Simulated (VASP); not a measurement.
# EuMo (Pm-3m) in VASP: reference runs

Reference runs on EuMo: the cell as given.

Program: VASP 6.6.1. These are calculated values, not measurements. Logs are shortened: lines on timing, memory, paths and dates and some standing lists are left out, and cuts for length are marked.

## Step 1: Starting point

Symmetry: Pm-3m, No. 221, cubic system. Conventional cell: a = 3.531 Å, b = 3.531 Å, c = 3.531 Å, α = 90.00°, β = 90.00°, γ = 90.00°. Eu (site symmetry m-3m) has 8 Mo at 3.06 Å as nearest neighbours. Mo (site symmetry m-3m) has 8 Eu at 3.06 Å as nearest neighbours.

The cell was built by a generator and needn't be a form met in nature.

## Step 2: Single point, PBE, collinear spin, ferromagnetic start

Input file INCAR:

```
SYSTEM = EuMo
PREC = Accurate
ENCUT = 520
EDIFF = 1E-7
ISMEAR = -1
SIGMA = 0.05
LREAL = .FALSE.
LASPH = .TRUE.
NELM = 100
ALGO = Normal
ISIF = 2
LWAVE = .FALSE.
LCHARG = .FALSE.
ISPIN = 2
MAGMOM = 7 1
LORBIT = 11
LMAXMIX = 6
GGA = PE
NBANDS = 26
```

Input file KPOINTS:

```
Automatic mesh
0
G
  8 8 8
  0 0 0
```

Input file POSCAR:

```
EuMo
1.0
    3.5314500000      0.0000000000      0.0000000000
    0.0000000000      3.5314500000      0.0000000000
    0.0000000000      0.0000000000      3.5314500000
Eu Mo
1 1
Direct
    0.5000000000      0.5000000000      0.5000000000
    0.0000000000      0.0000000000      0.0000000000
```

Potentials or basis: VASP PAW PBE potentials, release 64 (Eu, Mo_sv).

Command:

```bash
$ cat potpaw_PBE.64/Eu/POTCAR potpaw_PBE.64/Mo_sv/POTCAR > POTCAR
$ mpirun -np 1 vasp_std > vasp.out
```

OUTCAR:

```text
SYSTEM = EuMo
   PREC = Accurate
   ENCUT = 520
   EDIFF = 1E-7
   ISMEAR = -1
   LREAL = .FALSE.
   LASPH = .TRUE.
   NELM = 100
   ISIF = 2
   ISPIN = 2
   LORBIT = 11
   GGA = PE

 ion  position               nearest neighbor table
   1  0.500  0.500  0.500-   2 3.06   2 3.06   2 3.06   2 3.06   2 3.06   2 3.06   2 3.06   2 3.06

   2  0.000  0.000  0.000-   1 3.06   1 3.06   1 3.06   1 3.06   1 3.06   1 3.06   1 3.06   1 3.06

  LATTYP: Found a simple cubic cell.
 ALAT       =     3.5314500000

  Lattice vectors:

 A1 = (   3.5314500000,   0.0000000000,   0.0000000000)
 A2 = (   0.0000000000,   3.5314500000,   0.0000000000)
 A3 = (   0.0000000000,   0.0000000000,   3.5314500000)

Analysis of symmetry for initial positions (statically):
=====================================================================
 Subroutine PRICEL returns:
 Original cell was already a primitive cell.

 Routine SETGRP: Setting up the symmetry group for a
 simple cubic supercell.

 Subroutine GETGRP returns: Found 48 space group operations
 (whereof 48 operations were pure point group operations)
 out of a pool of 48 trial point group operations.

The static configuration has the point symmetry O_h .

Analysis of symmetry for dynamics (positions and initial velocities):
=====================================================================
 Subroutine PRICEL returns:
 Original cell was already a primitive cell.

 Routine SETGRP: Setting up the symmetry group for a
 simple cubic supercell.

 Subroutine GETGRP returns: Found 48 space group operations
 (whereof 48 operations were pure point group operations)
 out of a pool of 48 trial point group operations.

The dynamic configuration has the point symmetry O_h .

Analysis of structural, dynamic, and magnetic symmetry:
=====================================================================
 Subroutine PRICEL returns:
 Original cell was already a primitive cell.

 Routine SETGRP: Setting up the symmetry group for a
 simple cubic supercell.

 Subroutine GETGRP returns: Found 48 space group operations
 (whereof 48 operations were pure point group operations)
 out of a pool of 48 trial point group operations.

The overall configuration has the point symmetry O_h .

 Subroutine INISYM returns: Found 48 space group operations
 (whereof 48 operations are pure point group operations),
 and found     1 'primitive' translations

----------------------------------------------------------------------------------------

                                     Primitive cell

  volume of cell :      44.0412

  direct lattice vectors                    reciprocal lattice vectors
     3.531450000  0.000000000  0.000000000     0.283169803  0.000000000  0.000000000
     0.000000000  3.531450000  0.000000000     0.000000000  0.283169803  0.000000000
     0.000000000  0.000000000  3.531450000     0.000000000  0.000000000  0.283169803

  length of vectors
     3.531450000  3.531450000  3.531450000     0.283169803  0.283169803  0.283169803

  position of ions in fractional coordinates (direct lattice)
     0.500000000  0.500000000  0.500000000
     0.000000000  0.000000000  0.000000000

  ion indices of the primitive-cell ions
   primitive index   ion index
                 1           1
                 2           2

----------------------------------------------------------------------------------------

 KPOINTS: Automatic mesh

Automatic generation of k-mesh.
 Grid dimensions read from file:
 generate k-points for:    8    8    8

 Generating k-lattice:

  Cartesian coordinates                     Fractional coordinates (reciprocal lattice)
     0.035396225  0.000000000  0.000000000     0.125000000  0.000000000  0.000000000
     0.000000000  0.035396225  0.000000000     0.000000000  0.125000000  0.000000000
     0.000000000  0.000000000  0.035396225     0.000000000  0.000000000  0.125000000

  Length of vectors
     0.035396225  0.035396225  0.035396225

  Shift w.r.t. Gamma in fractional coordinates (k-lattice)
     0.000000000  0.000000000  0.000000000

 Subroutine IBZKPT returns following result:
 ===========================================

 Found     35 irreducible k-points:

 Following reciprocal coordinates:
            Coordinates               Weight
  0.000000  0.000000  0.000000      1.000000
  0.125000  0.000000  0.000000      6.000000
  0.250000  0.000000  0.000000      6.000000
  0.375000  0.000000  0.000000      6.000000
  0.500000  0.000000  0.000000      3.000000
  0.125000  0.125000  0.000000     12.000000
[... 16 lines left out ...]
  0.375000  0.375000  0.125000     24.000000
  0.500000  0.375000  0.125000     24.000000
 [... further k-points ...]
   k-points           NKPTS =     35   k-points in BZ     NKDIM =     35   number of bands    NBANDS=     26
   number of dos      NEDOS =    301   number of ions     NIONS =      2
   total plane-waves  NPLWV =  21952
   dimension x,y,z NGX =    28 NGY =   28 NGZ =   28
   dimension x,y,z NGXF=    56 NGYF=   56 NGZF=   56
   ions per type =               1   1
   NGX,Y,Z   is equivalent  to a cutoff of  13.18, 13.18, 13.18 a.u.
   NGXF,Y,Z  is equivalent  to a cutoff of  26.36, 26.36, 26.36 a.u.
 SYSTEM =  EuMo
   PREC   = accura    normal or accurate (medium, high low for compatibility)
   ISTART =      0    job   : 0-new  1-cont  2-samecut
   ICHARG =      2    charge: 1-file 2-atom 10-const
   ISPIN  =      2    spin polarized calculation?
   LNONCOLLINEAR =      F non collinear calculations
   LSORBIT =      F    spin-orbit coupling
   LASPH  =      T    aspherical Exc in radial PAW
   ENCUT  =  520.0 eV  38.22 Ry    6.18 a.u.   6.57  6.57  6.57*2*pi/ulx,y,z
   NELM   =    100;   NELMIN=  2; NELMDL= -5     # of ELM steps
   EDIFF  = 0.1E-06   stopping-criterion for ELM
   LREAL  =      F    real-space projection
   EDIFFG = 0.1E-05   stopping-criterion for IOM
   NSW    =      0    number of steps for IOM
   IBRION =     -1    ionic relax: 0-MD 1-quasi-New 2-CG
   NFREE  =      0    steps in history (QN), initial steepest desc. (CG)
   ISIF   =      2    stress and relaxation
   ISYM   =      2    0-nonsym 1-usesym 2-fastsym
   POTIM  = 0.5000    time-step for ionic-motion
   TEBEG  =    0.0;   TEEND  =   0.0 temperature during run
   PSTRESS=    0.0 pullay stress
   NELECT =      31.0000    total number of electrons
   NUPDOWN=      -1.0000    fix difference up-down
   EMIN   =  10.00;   EMAX   =-10.00  energy-range for DOS
   EFERMI =   0.00;   METHOD = LEGACY
   ISMEAR =    -1;   SIGMA  =   0.05  broadening in eV -4-tet -1-fermi 0-gaus
   EFERMI_NEDOS =   21; number of points for ismear=-14 and -15
   IALGO  =     38    algorithm
   IMIX   =      4    mixing-type and parameters
     AMIX     =   0.40;   BMIX     =  1.00
     AMIX_MAG =   1.60;   BMIX_MAG =  1.00
  volume/ion in A,a.u.               =      22.02       148.60
  Fermi-wavevector in a.u.,A,eV,Ry     =   1.456271  2.751954 28.854236  2.120727
  Thomas-Fermi vector in A             =   2.573209
   LORBIT       =     11    0 simple, 1 ext, 2 COOP (PROOUT), +10 PAW based schemes
   GGA     = PE    functional components
   LHFCALC =     F    Hartree Fock is set to
   AEXX    =    0.0000 exact exchange contribution
   IVDW    =     0    specifies the selected vdW correction
   LEPSILON=     F    determine dielectric tensor
   LRPA    =     F    only Hartree local field effects (RPA)
 spin polarized calculation
  energy-cutoff  :      520.00
  volume of cell :       44.04
 maximum number of plane-waves:      1213
 NGX is ok and might be reduce to    28
   NGX = 13   NGY = 13   NGZ = 13

 number of electron      31.0000005 magnetization       5.3993072

 Free energy of the ion-electron system (eV)
  ---------------------------------------------------
  ext. energy  EPLUGINS =         0.00000000
  ---------------------------------------------------
  free energy    TOTEN  =       -20.34867243 eV

  energy without entropy =      -20.31110184  energy(sigma->0) =      -20.32988714

 E-fermi :   6.1899     XC(G=0): -11.6693

 val. band max:        6.1867202606   @ k =   0.3750   0.1250   0.1250
 cond. band min:       6.1964708110   @ k =   0.5000   0.3750   0.3750
 fundamental gap:      0.0097505504
 Fermi energy:         6.1898766509

 spin component 1

 k-point     1 :       0.0000    0.0000    0.0000
  band No.  band energies     occupation
      1     -53.6908      1.00000
      2     -34.6498      1.00000
      3     -27.7390      1.00000
      4     -27.7390      1.00000
      5     -27.7390      1.00000
      6     -13.0507      1.00000
[... 18 lines left out ...]
     25      13.7160      0.00000
     26      13.7160      0.00000
[... 644 lines left out ...]
      4     -27.8012      1.00000
      5     -27.7344      1.00000
      6     -13.5896      1.00000
[... 18 lines left out ...]
     25      13.3575      0.00000
     26      13.7454      0.00000

 [... further k-points ...]

 spin component 2

 k-point     1 :       0.0000    0.0000    0.0000
  band No.  band energies     occupation
      1     -54.3624      1.00000
      2     -31.7574      1.00000
      3     -28.4823      1.00000
      4     -28.4823      1.00000
      5     -28.4823      1.00000
      6     -10.9513      1.00000
[... 18 lines left out ...]
     25      14.5577      0.00000
     26      14.5577      0.00000
[... 644 lines left out ...]
      4     -28.5421      1.00000
      5     -28.4785      1.00000
      6     -11.6037      1.00000
[... 18 lines left out ...]
     25      14.0928      0.00000
     26      14.2045      0.00000

 [... further k-points ...]

------------------------ aborting loop because EDIFF is reached ----------------------------------------

  FORCE on cell =-STRESS in cart. coord.  units (eV):
  Direction    XX          YY          ZZ          XY          YZ          ZX
  --------------------------------------------------------------------------------------
  -------------------------------------------------------------------------------------
  Total        0.0145961      0.0145961      0.0145961      0.0000000      0.0000000     -0.0000000
  in kB        0.5309921      0.5309921      0.5309921      0.0000000      0.0000000     -0.0000000
  external PRESSURE =       0.5309921 kB  Pullay stress =       0.0000000 kB

 VOLUME and BASIS-vectors are now :
 -----------------------------------------------------------------------------
  energy-cutoff  :      520.00
  volume of cell :       44.04
      direct lattice vectors                 reciprocal lattice vectors
     3.531450000  0.000000000  0.000000000     0.283169803  0.000000000  0.000000000
     0.000000000  3.531450000  0.000000000     0.000000000  0.283169803  0.000000000
     0.000000000  0.000000000  3.531450000     0.000000000  0.000000000  0.283169803

 POSITION                                       TOTAL-FORCE (eV/Angst)
 -----------------------------------------------------------------------------------
      1.76572      1.76572      1.76572         0.000000      0.000000      0.000000
      0.00000      0.00000      0.00000         0.000000      0.000000      0.000000
 -----------------------------------------------------------------------------------
    total drift:                               -0.000000      0.000000      0.000000

  FREE ENERGIE OF THE ION-ELECTRON SYSTEM (eV)
  ---------------------------------------------------
  free  energy   TOTEN  =       -20.3486724339 eV

  energy  without entropy=      -20.3111018430  energy(sigma->0) =      -20.32988714

 total charge

# of ion       s       p       d       f       tot
--------------------------------------------------
    1        2.097   5.681   0.693   6.377  14.847
    2        2.338   6.037   3.996   0.000  12.370
--------------------------------------------------
tot          4.434  11.718   4.689   6.377  27.218

 magnetization (x)

# of ion       s       p       d       f       tot
--------------------------------------------------
    1        0.004  -0.107   0.103   6.287   6.287
    2       -0.011   0.003  -1.056   0.000  -1.064
--------------------------------------------------
tot         -0.007  -0.104  -0.953   6.287   5.223
```

It took 4.1 min on 1 thread of Intel Xeon Platinum 8375C at 2.90GHz (Ice Lake), shared host; peak memory 0.23 GiB.

What came out:

| Property | Result |
| --- | --- |
| Free energy | -20.3487 eV |
| Pressure | 0.1 GPa |
| Band gap on the k mesh | none (metal or under the smearing width) |
| Net moment | 5.40 μB per cell |
| Site moments | Eu +6.29; Mo -1.06 μB |
| Valence electrons inside the program's atomic spheres | Eu 14.85; Mo 12.37 |

Levels at points of the mesh, in eV from the Fermi level:
Spin up:
| k point | band 14 | band 15 | band 16 | band 17 | band 18 | band 19 | band 20 | band 21 | band 22 | band 23 |
| --- | --- | --- | --- | --- | --- | --- | --- | --- | --- | --- |
| (0.00, 0.00, 0.00) | -0.56 | -0.53 | -0.53 | -0.53 | -0.51 | 0.78 | 0.78 | 0.78 | 3.96 | 3.96 |
| (0.50, 0.00, 0.00) | -0.77 | -0.69 | -0.42 | -0.42 | 0.19 | 0.85 | 1.11 | 1.11 | 1.80 | 3.07 |
| (0.50, 0.50, 0.00) | -0.66 | -0.57 | -0.53 | -0.53 | -0.42 | -0.41 | 2.26 | 2.63 | 3.10 | 3.10 |
| (0.50, 0.50, 0.50) | -0.43 | -0.43 | -0.20 | -0.20 | -0.20 | -0.08 | -0.08 | -0.08 | 2.34 | 2.34 |
Spin down:
```
           k point  band 10  band 11  band 12  band 13  band 14  band 15  band 16  band 17
(0.00, 0.00, 0.00)    -2.77    -2.77     0.08     0.08     0.08     3.91     3.91     3.91
(0.50, 0.00, 0.00)    -1.44    -1.22    -0.13    -0.13     0.36     1.65     2.30     3.64
(0.50, 0.50, 0.00)    -2.54    -1.22    -1.22     1.63     2.25     2.84     2.84     3.96
(0.50, 0.50, 0.50)    -0.59    -0.59     0.08     0.08     0.08     1.70     1.70     3.23
```

Caveat: spin-orbit coupling is left out, which moves the levels of the heavy elements; without U or exact exchange the open f shell lies at the Fermi level, which spoils levels, moments and volumes. The state reached can hang on the start; a lower one may exist.
